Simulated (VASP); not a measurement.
An input for Ansatz (written as the equivalent of a VASP run, and not itself run):

Ansatz 0.2 input:
```yaml
crystal:
  lattice:
    - [4.4798128, 0.0000000, 0.0000000]
    - [0.0000000, 4.4798128, 0.0000000]
    - [0.0000000, 0.0000000, 4.4798128]
  atoms:
    - { symbol: Sc, position: [0.0000000, 0.0000000, 0.0000000] }
    - { symbol: N, position: [0.5000000, 0.5000000, 0.5000000] }
    - { symbol: N, position: [0.0000000, 0.0000000, 0.5000000] }
    - { symbol: N, position: [0.0000000, 0.5000000, 0.0000000] }
    - { symbol: N, position: [0.5000000, 0.0000000, 0.0000000] }
    - { symbol: Hf, position: [0.5000000, 0.5000000, 0.0000000] }
    - { symbol: Hf, position: [0.5000000, 0.0000000, 0.5000000] }
    - { symbol: Hf, position: [0.0000000, 0.5000000, 0.5000000] }
kpoints:
  mp_grid: { grid: [6, 6, 6] }
hamiltonian:
  xc: pbesol
  pseudopotentials: { kind: paw }
scf:
  occupations: { method: methfessel_paxton, width: 0.1 }
  max_iter: 100
relax:
  max_steps: 60
  f_tol: 0.02
  cell: {}
output: { forces: true, stress: true, eigenvalues: true }
```

### Question
Translate this input to VASP (INCAR, KPOINTS, POSCAR, choice of POTCAR).

### Answer
This is not unique; one that fits is 
**INCAR**
```
SIGMA=0.1   # width (eV)
LWAVE=.False.
EDIFF=1E-6
ISMEAR=1
LASPH=.True.   # aspherical one-centre terms
LCHARG=.False.
IBRION=2
ENCUT=520   # plane-wave cut-off (eV)
NELM=100
EDIFFG=-0.02   # ionic stop
NSW=60   # most ionic steps
GGA=PS
ALGO=Normal
LREAL=.False.
LMAXMIX=6   # l cut-off of mixed one-centre charges
PREC=Accurate
SYSTEM=Hf3ScN4
ISIF=3
```

KPOINTS:
```
Automatic mesh
0
Gamma
6 6 6
0 0 0
```

### POSCAR
```
Hf3ScN4
1.0
  4.4798127624   0.0000000000   0.0000000000
  0.0000000000   4.4798127624   0.0000000000
  0.0000000000   0.0000000000   4.4798127624
Sc N Hf
1 4 3
Cart
  0.0000000000   0.0000000000   0.0000000000
  2.2399063812   2.2399063812   2.2399063812
  0.0000000000   0.0000000000   2.2399063812
  0.0000000000   2.2399063812   0.0000000000
  2.2399063812   0.0000000000   0.0000000000
  2.2399063812   2.2399063812   0.0000000000
  2.2399063812   0.0000000000   2.2399063812
  0.0000000000   2.2399063812   2.2399063812
```

POTCAR, in this order: Sc_sv N Hf_pv (PBE.64 set). Program: vasp_std.

Limits of the translation: each code has its own PAW files, so the cut-off isn't converted (ENCUT is set for VASP's; basis.ecutwfc is left out, and Ansatz then takes the one that its files recommend); Ansatz stops its SCF on the density residual and VASP on the energy change (EDIFF).

The structure was generated: Hf3ScN4 was put into an ordered model structure (Pm-3m), which need not be its known phase. This run relaxes it. Symmetry was kept, so distortions that lower it aren't found. The start is the result of an earlier pass.
